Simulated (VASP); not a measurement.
Output of a VASP run:

OSZICAR:
```
       N       E                     dE             d eps       ncg     rms          rms(c)
DAV:   1     0.124273431849E+03    0.12427E+03   -0.97303E+03   510   0.125E+03
DAV:   2    -0.909572872821E+01   -0.13337E+03   -0.13024E+03   643   0.229E+02
DAV:   3    -0.150841144345E+02   -0.59884E+01   -0.59561E+01   650   0.539E+01
DAV:   4    -0.151504651153E+02   -0.66351E-01   -0.66300E-01   622   0.596E+00
DAV:   5    -0.151514244640E+02   -0.95935E-03   -0.95931E-03   672   0.697E-01    0.121E+01
DAV:   6    -0.145191468472E+02    0.63228E+00   -0.51234E+00   517   0.227E+01    0.694E+00
DAV:   7    -0.143228870554E+02    0.19626E+00   -0.96766E-01   517   0.105E+01    0.350E+00
DAV:   8    -0.143048459298E+02    0.18041E-01   -0.72774E-02   650   0.192E+00    0.793E-01
DAV:   9    -0.143008229873E+02    0.40229E-02   -0.13082E-02   566   0.125E+00    0.200E-01
DAV:  10    -0.143011469931E+02   -0.32401E-03   -0.20039E-03   587   0.322E-01    0.583E-02
DAV:  11    -0.143011651060E+02   -0.18113E-04   -0.70945E-05   678   0.831E-02    0.259E-02
DAV:  12    -0.143011753912E+02   -0.10285E-04   -0.30588E-05   552   0.421E-02    0.298E-03
DAV:  13    -0.143011760506E+02   -0.65948E-06   -0.15842E-06   550   0.941E-03
   1 F= -.14301176E+02 E0= -.14301176E+02  d E =-.241561E-13
```

### OUTCAR
```
------------------------ aborting loop because EDIFF is reached ----------------------------------------
  FORCE on cell =-STRESS in cart. coord.  units (eV):
  Direction    XX          YY          ZZ          XY          YZ          ZX
  --------------------------------------------------------------------------------------
  Total        0.0234466      0.0234466     -0.0417095      0.0000000      0.0000000      0.0000000
  in kB        0.4776681      0.4776681     -0.8497324      0.0000000      0.0000000      0.0000000
  external PRESSURE =       0.0352013 kB  Pullay stress =       0.0000000 kB
  volume of cell :       78.64
      direct lattice vectors                 reciprocal lattice vectors
     1.874886849 -3.247399529  0.000000000     0.266682760 -0.153969352  0.000000000
     1.874886849  3.247399529  0.000000000     0.266682760  0.153969352  0.000000000
     0.000000000  0.000000000  6.458364893     0.000000000  0.000000000  0.154837953
 POSITION                                       TOTAL-FORCE (eV/Angst)
 -----------------------------------------------------------------------------------
      0.00000      0.00000      0.00000        -0.000000      0.000000      0.000000
      1.87489      1.08247      1.30834        -0.000000      0.000000     -0.019478
      1.87489     -1.08247      5.15002         0.000000     -0.000000      0.019478
 -----------------------------------------------------------------------------------
    total drift:                                0.000000     -0.000000      0.000000
  FREE ENERGIE OF THE ION-ELECTRON SYSTEM (eV)
  ---------------------------------------------------
  free  energy   TOTEN  =       -14.3011760506 eV

  energy  without entropy=      -14.3011760506  energy(sigma->0) =      -14.30117605
```
(Selected blocks of OUTCAR.)

### POSCAR
```
PtSe2
1
    1.8748868494    -3.2473995287     0.0000000000
    1.8748868494     3.2473995287     0.0000000000
    0.0000000000     0.0000000000     6.4583648933
Pt Se
1 2
Direct
  0.0000000000   0.0000000000   0.0000000000
  0.3333330000   0.6666670000   0.2025808640
  0.6666670000   0.3333330000   0.7974191360
```

Problem. Write an INCAR and KPOINTS that could have produced this output.

Solution. One answer among several that fit: the input of the run itself, PBE GGA, plane waves, VASP's PBE PAW potentials (set 64).

### INCAR
```
SYSTEM  =  PtSe2
PREC  =  Accurate; ENCUT  =  520; LREAL  =  F
LASPH  =  T
EDIFF  =  1E-6; NELM  =  100; ALGO  =  Normal
LMAXMIX  =  6
ISMEAR  =  0; SIGMA  =  0.05
GGA  =  PE
LWAVE  =  F; LCHARG  =  T
```

**KPOINTS**
```
Regular mesh
0
gamma
 6 6 3
```

POTCAR, in this order: Pt Se (PBE.64 set). Program: vasp_std.

Without a dispersion term in the relaxation, distances and binding between the weakly bound layers, chains or molecules are unreliable, and so is what depends on them.

The compound is PtSe2 in the 1T layered structure. It was relaxed first, which changed the volume by +28 %.
